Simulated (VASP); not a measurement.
Energy against volume of HfB$_{2}$ (AlB2 type). Computed with rev-vdW-DF2, VASP's PBE PAW potentials (set 64) (plane waves; VASP). Run with 520 eV cut-off, 11×11×9 Γ-centred mesh, first-order Methfessel-Paxton smearing of 0.10 eV, potentials Hf_pv B.

Shape and ions are relaxed at each volume.

```json
[
 {"V (Å³/atom)": "9.274", "E (eV/atom)": "-7.73923"},
 {"V (Å³/atom)": "9.570", "E (eV/atom)": "-7.76325"},
 {"V (Å³/atom)": "9.866", "E (eV/atom)": "-7.77070"},
 {"V (Å³/atom)": "10.162", "E (eV/atom)": "-7.76386"}
]
```

**Question.** Fit these four points and predict the energy of the run at 10.458 Å³/atom.

**Answer.** A cubic in V^(−2/3), the third-order Birch-Murnaghan form, passes through the four points with V0 = 9.87 Å³/atom and B0 = 257 GPa, and gives -7.7446 eV/atom there. The run gave -7.7447 eV/atom, -0.1 meV/atom from the fit; all five points give B0 = 257 GPa.

The compound is HfB2 in the AlB2 type structure. It was relaxed first.
